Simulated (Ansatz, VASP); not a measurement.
# Al3In: VASP beside Ansatz, part 2 of 2

Wanted: the spread between two codes on one cell, functional and k mesh. The cell is generated by rule, not measured, and may not be a known phase. The cell is taken from a series of runs on this material, whose earlier steps may have relaxed, scaled, displaced or heated it; both programs get it as it stands.

VASP 6.6.1 and Ansatz 0.2.0.

So far: Starting point; VASP: zone-centre phonons, LDA.

The structure was built from a prototype and need not be the compound's stable phase.

**3. Ansatz: zone-centre phonons, LDA**

Level of this step: Ansatz beside VASP: Kohn-Sham DFT, plane waves, LDA (Ansatz).

Ansatz runs on norm-conserving files, of PseudoDojo where its log says so.

The same cell, functional (in two slightly different forms), mesh and smearing now go to Ansatz, which takes its cutoff from its data sets.

input.yaml

```yaml
crystal:
  lattice:
    - [-3.3180293563, 0.0, 3.3180293563]
    - [0.0, 3.3180293563, 3.3180293563]
    - [-3.3180293563, 3.3180293563, 0.0]
  atoms:
    - { symbol: In, position: [0.0, 0.0, 0.0] }
    - { symbol: Al, position: [0.5, 0.5, 0.5] }
    - { symbol: Al, position: [0.75, 0.75, 0.75] }
    - { symbol: Al, position: [0.25, 0.25, 0.25] }
kpoints:
  mp_grid: { grid: [8, 8, 8] }
hamiltonian:
  xc: lda
  pseudopotentials: { kind: nc, accuracy: standard }
scf:
  occupations: { method: gaussian, width: 0.27211 }
output:
  eigenvalues: true
phonons:
  method: dfpt
```

On the command line:

```console
> ansatz run input.yaml --threads 4 --pin off --max-ram 8192MiB --backend cpu --events-out ev --progress --plain --runs-dir out
```

Output:

```text
zone centre: on kpoints.mp_grid the ground state, and the responses unless they are solved on pairs of k-points, stand on 59 of the mesh's 512 k-points, reduced under 8 symmetry operations, with k and −k counted as one. Each operation leaves every solved displacement unchanged or reverses it
Engine: ansatz 0.2.0, aarch64-unknown-linux-gnu
Pseudopotentials: kind: nc
Pseudopotential: In, nc, valence charge 13, recommended cutoff 952.398519 eV (normal), In.nc.azcp (PseudoDojo's, or run here from an input of PseudoDojo's; its table is named by hamiltonian.pseudopotentials.accuracy)
Pseudopotential: Al, nc, valence charge 3, recommended cutoff 598.650497 eV (normal), Al.nc.azcp (PseudoDojo's, or run here from an input of PseudoDojo's; its table is named by hamiltonian.pseudopotentials.accuracy)
Functional definition: SPW92
  exchange = slater_x
  correlation = pw_c
Crystal: 4 atoms, lattice volume = 73.058 Å³
Basis set: ecut = 952.398519 eV, 4909 PW (Γ), exchange–correlation on 96×96×96 points (8 copies of the dense FFT grid, shifted against one another)
Bands: 15, of which v1, the nominal top of the filled ones, is band 11 counted from 1 (10 counted from 0)
Symmetry: 48 space group operations
k-points: 59 of 512 (irreducible under 8 space group operations, time reversal used)
Non-local potential: In, projectors of the file, l = 0: 2, l = 1: 2, l = 2: 2
Non-local potential: Al, projectors of the file, l = 0: 2, l = 1: 2, l = 2: 2
Initial density: superposition of atomic densities (chi_scale 0.1, normalization cell, long waves kept (reshape's long-wave potential 0.00 eV rms))
Initial wavefunctions: pseudopotential atomic-orbital guess
Functional: x = slater, c = lda
SCF iter   1: F=—  HF=-1995.113234 eV  |F-HF|=—  |Δ(HF+E_count)|=         —  Δρ=2.48e-2  dr2=6.45e-1  ethr=3.10e-3  ⟨swp⟩=7.4  Hψ=11884  notcnv=0
automatic band count: the SCF goes on with 19 bands, as 15 were too few: they end inside the smearing window of the response
preconditioner: auto → Kerker (q_TF=auto, 2.234 Å⁻¹)  [metal: Δε(μ)=0.105 eV  Ē_g=12.547 eV  σ=0.272 eV  W_gap=0.21  n_scr=14 (ndim 8)  ℏωp=20.4 eV  f_vac=0.000  D(μ)=1.83/eV (n_scr^D=14)]
SCF iter   2: F=—  HF=-1994.926405 eV  |F-HF|=—  |Δ(HF+E_count)|=   1.87e-1  Δρ=1.35e-2  dr2=1.97e-1  ethr=2.93e-3  ⟨swp⟩=1.0  Hψ=1593  notcnv=0
SCF iter   3: F=—  HF=-1994.853459 eV  |F-HF|=—  |Δ(HF+E_count)|=   7.29e-2  Δρ=3.21e-3  dr2=5.08e-3  ethr=8.97e-4  ⟨swp⟩=2.7  Hψ=1612  notcnv=0
SCF iter   4: F=—  HF=-1994.851498 eV  |F-HF|=—  |Δ(HF+E_count)|=   1.96e-3  Δρ=1.04e-3  dr2=3.13e-4  ethr=2.31e-5  ⟨swp⟩=2.1  Hψ=1334  notcnv=0
SCF iter   5: F=—  HF=-1994.851369 eV  |F-HF|=—  |Δ(HF+E_count)|=   1.29e-4  Δρ=2.47e-4  dr2=2.91e-5  ethr=1.42e-6  ⟨swp⟩=2.1  Hψ=1338  notcnv=0
SCF iter   6: F=—  HF=-1994.851364 eV  |F-HF|=—  |Δ(HF+E_count)|=   4.74e-6  Δρ=4.92e-5  dr2=1.15e-6  ethr=1.32e-7  ⟨swp⟩=2.9  Hψ=1683  notcnv=0
SCF iter   7: F=—  HF=-1994.851306 eV  |F-HF|=—  |Δ(HF+E_count)|=   5.78e-5  Δρ=8.16e-6  dr2=3.80e-8  ethr=5.22e-9  ⟨swp⟩=3.1  Hψ=2086  notcnv=0  defer=22
SCF iter   8: F=—  HF=-1994.851306 eV  |F-HF|=—  |Δ(HF+E_count)|=   6.93e-9  Δρ=1.06e-6  dr2=6.31e-10  ethr=1.73e-10  ⟨swp⟩=2.8  Hψ=1887  notcnv=0  defer=22
SCF iter   9: F=-1994.851306 eV  HF=-1994.851306 eV  |F-HF|=2.05e-12  |Δ(HF+E_count)|=  5.82e-11  Δρ=8.52e-8  dr2=2.37e-12  ethr=1.00e-12  ⟨swp⟩=15.0  Hψ=10637  notcnv=0
SCF 1 converged in 9 iterations: F = -1994.851306 eV  dr2 = 2.37e-12
DFPT response loops at Γ: preconditioner auto → Kerker (q_TF=auto, 2.234 Å⁻¹) (partly filled bands, converged f_vac=0.000); β = 1.00, the filter's whole step (`scf.mixing.beta` (0.50) is not read by the response loops under this deck's `scf.mixing.preconditioner`; to damp them name `kerker` or `kerker_dos`, under which they read `scf.mixing.beta`, and type it under 1.00, their step now; both keys bind the ground state too); Broyden in place of MSR1
SCF converged after 9 iterations
Free energy (F): -1994.851306 eV
Harris-Foulkes:  -1994.851306 eV  (|F-HF|=2.05e-12)
Internal energy: -1994.784297 eV  (E = F + TS)
E sigma→0 (E₀):  -1994.817802 eV
Entropy (-TS):   -0.067009 eV (-16.752 meV/atom)
Fermi energy:    9.124861 eV
--- Per-component energies (eV) ---
  E_band       = 1.972135
  E_kinetic    = 1202.277221
  E_local      = -1466.373653  (includes V_loc(G=0)·N_el)
  E_nonlocal   = -364.433085
  E_hartree    = 517.025010
  E_xc         = -627.749625
  E_vxc        = -403.548401  (∫ρ·V_xc dr)
  E_ewald      = -1255.530164
  E_smearing   = -0.067009  (= −TS)
  E_closure    = 0.000000  (closes the sum)
  Σ components = -1994.851306   (vs F -1994.851306, Δ=0.00e0)
--- Band table (eV; the first three rows and the last of 59) ---
  k-point 0: bands = [... 7 lower, 8.2155, 8.2155, 8.5461, 8.5667, 8.7031, 8.7031, 8.7031, 10.6811, ... 4 higher]
  k-point 1: bands = [... 7 lower, 7.7380, 7.7380, 7.9062, 9.4667, 9.4667, 9.4816, 9.9880, 9.9880, ... 4 higher]
  k-point 2: bands = [... 7 lower, 7.3674, 7.3674, 7.5610, 8.9551, 8.9551, 9.0524, 10.7294, 10.7372, ... 4 higher]
  k-point 58: bands = [... 7 lower, 4.9626, 4.9626, 5.0529, 5.5837, 13.8839, 13.8839, 14.0050, 14.0050, ... 4 higher]
--- Phonons (Γ-DFPT): 3 representative perturbations + reference, on 59 of 512 k-points (Σ response iterations 9) ---
  k mesh reduced under 8 symmetry operations, with k and −k counted as one. Each operation leaves every solved displacement unchanged or reverses it
  ASR residual: 2.457e-4 → 0.000e0 eV/Å²; symmetrization residual: 3.872e-6 eV/Å²
  ASR residual per site (eV/Å²): 2.46e-4 2.53e-5 1.34e-5 1.34e-5
  Γ frequencies (cm⁻¹): 0.00 0.00 0.00 149.26 149.26 149.26 164.38 164.38 164.38 207.80 207.80 207.80
  non-analytic LO–TO correction: not included (Born effective charges unavailable; polar crystals: no LO–TO splitting at Γ)
```

In the SCF lines HF is the Harris–Foulkes energy and dr2 the Hartree energy of the density residual, in eV; the loop may stop once dr2 is under the threshold and the program's other checks hold. Hψ counts applications of the Hamiltonian.

**4. Differences**

Known differences besides the potentials themselves: the two LDA forms differ slightly; the cutoff is 952.399 eV in Ansatz and 500 eV in VASP; VASP's log shows a relativistic correction to its local exchange, Ansatz's none. Total energies have different zeros and are not compared.

The two programs side by side:

```csv
quantity,Ansatz,VASP,difference
optical mode 1 to 3 (cm⁻¹),149.3,151.3,-1.34 %
optical mode 4 to 6 (cm⁻¹),164.4,166.6,-1.33 %
optical mode 7 to 9 (cm⁻¹),207.8,209.8,-0.97 %
```

Modes are paired by rising frequency, not by their patterns, so a pair may set unlike modes beside each other; they are those without the splitting of longitudinal modes.

**5. Results**

```
r.m.s. difference of the optical zone-centre modes, each program's sorted by frequency (zone-centre phonons, LDA) : 2.1 cm⁻¹
difference in optical mode 1 to 3 (zone-centre phonons, LDA)                                                      : -1.3 %
```

The r.m.s. difference of the optical zone-centre modes, each program's sorted by frequency is 2.1 cm⁻¹ (zone-centre phonons, LDA). Among the rows given in per cent, the largest difference of the zone-centre phonons, LDA pair is in optical mode 1 to 3, -1.3 %. 1 further run of this series is not shown here. Such differences can come from data sets, numerical settings and the points named under the comparisons, not from the functional's error against experiment.

[Lines on the potential files, build, host, timing and source positions are cut from VASP's logs without a mark.]

[Logs are printed without paths, hosts, clocks, repeated set-up lines and the standing remarks that a program may print on its own settings, such as how far it seeks lower states.]

[Hosts, paths, dates, database ids (printed as entryN), source tags and the programs' standing remarks are cut or masked in the printed files.]
